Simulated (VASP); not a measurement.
An input for Quantum ESPRESSO's pw.x (written as the equivalent of a VASP run, and not itself run):

```
&CONTROL
  calculation = 'vc-relax'
  pseudo_dir = './pseudo'
  outdir = './out'
  tprnfor = .true.
  tstress = .true.
  nstep = 60
  forc_conv_thr = 0.00078
/
&SYSTEM
  ibrav = 0
  nat = 9
  ntyp = 3
  ecutwfc = 82.3
  occupations = 'smearing'
  smearing = 'gaussian'
  degauss = 0.003675
  input_dft = 'pbesol'
/
&ELECTRONS
  conv_thr = 7.3e-08
  electron_maxstep = 100
/
&IONS
/
&CELL
/
ATOMIC_SPECIES
  Te 127.600 Te.upf
  Sb 121.760 Sb.upf
  Ge 72.630 Ge.upf
CELL_PARAMETERS angstrom
     4.2368999    0.0000000    0.0000000
    -2.1184500    3.6692627   -0.0000000
     0.0000000   -0.0000000   16.7891303
ATOMIC_POSITIONS crystal
  Te   0.0000000  0.0000000  0.0000000
  Te   0.3333330  0.6666670  0.2192367
  Te   0.6666670  0.3333330  0.7807633
  Te   0.6666670  0.3333330  0.4221179
  Te   0.3333330  0.6666670  0.5778821
  Sb   0.6666670  0.3333330  0.1177846
  Sb   0.3333330  0.6666670  0.8822154
  Ge   0.0000000  0.0000000  0.3409329
  Ge   0.0000000  0.0000000  0.6590671
K_POINTS automatic
  6 6 2 0 0 0
```

Write the VASP files for the same calculation (PBEsol).

One answer among several that fit: 
### POSCAR
```
Ge2Sb2Te5
1
    4.2368999013     0.0000000000     0.0000000000
   -2.1184499506     3.6692627421    -0.0000000000
    0.0000000000    -0.0000000000    16.7891302755
Te Sb Ge
5 2 2
Direct
  0.0000000000   0.0000000000   0.0000000000
  0.3333330000   0.6666670000   0.2192366774
  0.6666670000   0.3333330000   0.7807633226
  0.6666670000   0.3333330000   0.4221178654
  0.3333330000   0.6666670000   0.5778821346
  0.6666670000   0.3333330000   0.1177845918
  0.3333330000   0.6666670000   0.8822154082
  0.0000000000   0.0000000000   0.3409328865
  0.0000000000   0.0000000000   0.6590671135
```

**KPOINTS**
```
Automatic mesh
0
Gamma
6 6 2
0 0 0
```

INCAR:
```
ALGO = Normal
EDIFF = 1E-6
EDIFFG = -0.02
ENCUT = 400
GGA = PS
IBRION = 2
ISIF = 3
ISMEAR = 0
LASPH = .TRUE.
LCHARG = .FALSE.
LMAXMIX = 4
LREAL = .FALSE.
LWAVE = .FALSE.
NELM = 100
NSW = 60
PREC = Accurate
SIGMA = 0.05
SYSTEM = Ge2Sb2Te5
```

POTCAR, in this order: Te Sb Ge_d (PBE.64 set). Program: vasp_std.

What does not carry over: the potentials are each code's own (VASP's PAW set, PseudoDojo norm-conserving files in pw.x), so ENCUT and ecutwfc are chosen apart and not converted; conv_thr bounds pw.x's estimated SCF error, while EDIFF bounds the energy change between steps; forc_conv_thr acts on force components and is met together with etot_conv_thr.

The structure was generated: Ge2Sb2Te5 was put into the Ge2Sb2Te5-Petrov type (P-3m1), which need not be its known phase. This run relaxes it. Symmetry was kept, so distortions that lower it aren't found. The start is the result of an earlier pass.
